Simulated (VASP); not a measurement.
The input files of a VASP run:

File KPOINTS:
```
K-points
0
G
  10 10 10
0 0 0
```

**INCAR**
```
# general
SYSTEM  =MgO
PREC    =Accurate
ENCUT   =520
LREAL   =.FALSE.
LASPH   =.TRUE.   # aspherical one-centre terms

# electronic loop
EDIFF   =1E-6
NELM    =100
ALGO    =Normal   # blocked Davidson

# smearing
ISMEAR  =0   # Gaussian
SIGMA   =0.05   # width (eV)

# functional
GGA     =ML
LUSE_VDW=.TRUE.
AGGAC   =0.0
ZAB_VDW =-1.8867

# ions
IBRION  =2   # conjugate gradients
NSW     =60
ISIF    =3
EDIFFG  =-0.01   # ionic stop

# output
LWAVE   =.FALSE.
LCHARG  =.FALSE.
```

### POSCAR
```
MgO
1.0
  0.0000000000   2.1050000000   2.1050000000
  2.1050000000   0.0000000000   2.1050000000
  2.1050000000   2.1050000000   0.0000000000
Mg O
1 1
Cart
  0.0000000000   0.0000000000   0.0000000000
  2.1050000000   2.1050000000   2.1050000000
```

POTCAR, in this order: Mg O (PBE.64 set). Program: vasp_std.

**Question.** Translate this vdW-DF2 calculation to Quantum ESPRESSO's pw.x.

**Answer.** One equivalent input (not run):
```
&CONTROL
  calculation = 'vc-relax'
  pseudo_dir = './pseudo'
  outdir = './out'
  tprnfor = .true.
  tstress = .true.
  nstep = 60
  forc_conv_thr = 0.00039
/
&SYSTEM
  ibrav = 0
  nat = 2
  ntyp = 2
  ecutwfc = 84
  occupations = 'smearing'
  smearing = 'gaussian'
  degauss = 0.003675
  input_dft = 'vdw-df2'
/
&ELECTRONS
  conv_thr = 7.3e-08
  electron_maxstep = 100
/
&IONS
/
&CELL
/
ATOMIC_SPECIES
  Mg 24.305 Mg.upf
  O 15.999 O.upf
CELL_PARAMETERS angstrom
     0.0000000    2.1050000    2.1050000
     2.1050000    0.0000000    2.1050000
     2.1050000    2.1050000    0.0000000
ATOMIC_POSITIONS crystal
  Mg   0.0000000  0.0000000  0.0000000
  O    0.5000000  0.5000000  0.5000000
K_POINTS automatic
  10 10 10 0 0 0
```
Limits of the translation: the potentials are each code's own (VASP's PAW set, PseudoDojo norm-conserving files in pw.x), so ENCUT and ecutwfc are chosen apart and not converted; conv_thr bounds pw.x's estimated SCF error, while EDIFF bounds the energy change between steps; forc_conv_thr acts on force components and is met together with etot_conv_thr.

The compound is MgO in the rock salt structure. This run relaxes it. Symmetry was kept, so distortions that lower it aren't found.
